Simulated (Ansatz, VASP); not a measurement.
# Cross-check of ZrZn between VASP and Ansatz, part 2 of 2

One calculation is typed for both programs; each brings its own data sets. How far apart do they land? The cell is taken from a series of runs on this material, whose earlier steps may have relaxed, scaled, displaced or heated it; both programs get it as it stands.

VASP 6.6.1 and Ansatz 0.2.0.

So far. Step 5 (Ansatz: single point, PBEsol, pair 2): The run ends at a pressure of 3.86 GPa.

## 6. VASP: single point, PBEsol, pair 2 (continued)

Level of this step: PBEsol; plane waves and PAW (Zr_sv, Zn) (VASP).

Numbers of over 12 decimals in the logs are rounded to 6 here.

From OUTCAR (step 6):

```text
  Total        0.8939653      0.8939653      0.8939653      0.0000000      0.0000000      0.0000000
  in kB       41.3686881     41.3686881     41.3686881      0.0000000      0.0000000      0.0000000
  external PRESSURE =      41.3686881 kB  Pullay stress =       0.0000000 kB

 POSITION                                       TOTAL-FORCE (eV/Angst)
 -----------------------------------------------------------------------------------
      1.62963      1.62963      1.62963         0.000000      0.000000      0.000000
      0.00000      0.00000      0.00000         0.000000      0.000000      0.000000
 -----------------------------------------------------------------------------------
    total drift:                                0.000000      0.000000     -0.000000

  FREE ENERGIE OF THE ION-ELECTRON SYSTEM (eV)
  ---------------------------------------------------
  free  energy   TOTEN  =       -11.2505134061 eV

  energy  without entropy=      -11.2554470454  energy(sigma->0) =      -11.25215795

[... 3 further parts left out ...]
[key lines of the parts left out:]
E-fermi :   7.3349
```

The run ends at a pressure of 4.14 GPa.

## 7. Differences

The two programs side by side:

```csv
quantity,Ansatz,VASP,difference
pressure (GPa),3.86,4.14,-0.28
```

## 8. VASP: single point, PBEsol, pair 3

With cell and atoms fixed, the geometry can't cause a difference; cores, projectors, grids and the points listed under the comparison can. The cell compared in this pair holds 36.76 Å³, against 34.62 Å³ for the pair before.

INCAR

```
SYSTEM = ZrZn
PREC = Accurate
ENCUT = 500
EDIFF = 1E-06
NELM = 120
ISMEAR = 1
SIGMA = 0.2
LREAL = .FALSE.
ALGO = Normal
GGA = PS
NBANDS = 18
LASPH = .TRUE.
LORBIT = 11
LWAVE = .FALSE.
LCHARG = .FALSE.
ISIF = 2
GGA_COMPAT = .FALSE.
```

POSCAR

```
ZrZn
1.0
    3.3251277347      0.0000000000      0.0000000000
    0.0000000000      3.3251277347      0.0000000000
    0.0000000000      0.0000000000      3.3251277347
Zr Zn
1 1
Direct
    0.5000000000      0.5000000000      0.5000000000
    0.0000000000      0.0000000000      0.0000000000
```

KPOINTS

```
Automatic mesh
0
Gamma
12 12 12
0 0 0
```

Potentials, in the order of the species: Zr_sv and Zn (PBE family, release 64).

Launch:

```
$ mpirun -np 1 vasp_std
```

The log of the run:

```text
[... set-up lines as in an earlier step ...]
 entering main loop
       N       E                     dE             d eps       ncg     rms          rms(c)
DAV:   1     0.184084939841E+03    0.18408E+03   -0.12724E+04  3024   0.167E+03
DAV:   2     0.967362849514E+00   -0.18312E+03   -0.17878E+03  3252   0.370E+02
DAV:   3    -0.115144102444E+02   -0.12482E+02   -0.12386E+02  4730   0.934E+01
DAV:   4    -0.119850716312E+02   -0.47066E+00   -0.46809E+00  3822   0.118E+01
[...]
DAV:  10    -0.112554034456E+02    0.78707E-04   -0.59133E-04  3686   0.214E-01    0.396E-02
DAV:  11    -0.112554098768E+02   -0.64312E-05   -0.27269E-05  4194   0.684E-02    0.793E-03
DAV:  12    -0.112554101040E+02   -0.22717E-06   -0.26406E-06  3270   0.232E-02
   1 F= -.11255410E+02 E0= -.11257327E+02  d E =0.575197E-02
```

Parts of OUTCAR (step 8):

```text
  Total       -0.7006619     -0.7006619     -0.7006619      0.0000000      0.0000000     -0.0000000
  in kB      -30.5347281    -30.5347281    -30.5347281      0.0000000      0.0000000     -0.0000000
  external PRESSURE =     -30.5347281 kB  Pullay stress =       0.0000000 kB

 POSITION                                       TOTAL-FORCE (eV/Angst)
 -----------------------------------------------------------------------------------
      1.66256      1.66256      1.66256         0.000000      0.000000      0.000000
      0.00000      0.00000      0.00000         0.000000      0.000000      0.000000
 -----------------------------------------------------------------------------------
    total drift:                                0.000000      0.000000     -0.000000

  FREE ENERGIE OF THE ION-ELECTRON SYSTEM (eV)
  ---------------------------------------------------
  free  energy   TOTEN  =       -11.2554101040 eV

  energy  without entropy=      -11.2611620757  energy(sigma->0) =      -11.25732743

[... 1 part as in an earlier step ...]

[... 2 further parts left out ...]
[key lines of the parts left out:]
E-fermi :   6.7508
```

The run ends at a pressure of -3.05 GPa.

## 9. Ansatz: single point, PBEsol, pair 3

The same cell, functional, mesh and smearing now go to Ansatz, which takes its cutoff from its data sets.

The cell is taken from a series of runs on this material, whose earlier steps may have relaxed, scaled, displaced or heated it; both programs get it as it stands.

input.yaml

```yaml
crystal:
  lattice:
    - [3.3251277347, 0.0, 0.0]
    - [0.0, 3.3251277347, 0.0]
    - [0.0, 0.0, 3.3251277347]
  atoms:
    - { symbol: Zr, position: [0.5, 0.5, 0.5] }
    - { symbol: Zn, position: [0.0, 0.0, 0.0] }
kpoints:
  mp_grid: { grid: [12, 12, 12] }
hamiltonian:
  xc: pbesol
  pseudopotentials: { kind: paw, azcp: { folder: soft_1 }, xc_functional: pbe }
scf:
  occupations: { method: methfessel_paxton, width: 0.2 }
output:
  forces: true
  stress: true
  eigenvalues: true
```

Launch:

```
$ ansatz run input.yaml --threads 4 --pin off --max-ram 10240MiB --backend cpu --events-out ev --progress --plain --runs-dir out
```

The log of the run:

```text
[...]
Crystal: 2 atoms, lattice volume = 36.764 Å³
Basis set: ecut = 420 eV, 739 PW (Γ), exchange–correlation on 48×48×48 points (8 copies of the dense FFT grid, shifted against one another)
Bands: 16, of which v1, the nominal top of the filled ones, is band 12 counted from 1 (11 counted from 0)
Symmetry: 48 space group operations
[...]
k-points: 84 of 1728
[...]
--- Band table (eV; the first three rows and the last of 84) ---
  k-point 0: bands = [... 8 lower, 6.2106, 6.2106, 12.2488, 12.2488, 16.6205, 16.6205, 16.6205, 18.6265]
  k-point 1: bands = [... 8 lower, 6.2075, 6.2134, 12.2647, 12.2659, 16.1985, 16.1985, 16.6237, 18.2040]
  k-point 2: bands = [... 8 lower, 6.1994, 6.2209, 12.2235, 12.3095, 15.4640, 15.4640, 16.6327, 17.4434]
  k-point 83: bands = [... 8 lower, 6.4380, 10.4005, 10.4005, 10.4005, 13.5186, 18.1130, 18.1130, 18.9784]
[key lines of the parts left out:]
SCF converged after 9 iterations
Free energy (F): -7410.156128 eV
Fermi energy:    13.145445 eV
P = ⅓ Tr σ = -3.2849 GPa (-32.849 kbar)
```

The run ends at a pressure of -3.28 GPa.

## 10. Side by side

Compared:

| quantity | Ansatz | VASP | difference |
| --- | --- | --- | --- |
| pressure (GPa) | -3.28 | -3.05 | -0.23 |

## 11. Outcome

```yaml
difference_in_pressure_single_point_pbesol_pair_1: -0.22 GPa
difference_in_pressure_single_point_pbesol_pair_2: -0.28 GPa
difference_in_pressure_single_point_pbesol_pair_3: -0.23 GPa
```

The difference in pressure is -0.28 GPa (single point, PBEsol, pair 2), within the 1 GPa picked in this series as the mark of a large difference. Such differences can come from data sets, numerical settings and the points named under the comparisons, not from the functional's error against experiment.

[Lines on the potential files, build, host, timing and source positions are cut from VASP's logs without a mark.]

[Logs are printed without paths, hosts, clocks, repeated set-up lines and the standing remarks that a program may print on its own settings, such as how far it seeks lower states.]

[Hosts, paths, dates, database ids (printed as entryN), source tags and the programs' standing remarks are cut or masked in the printed files.]
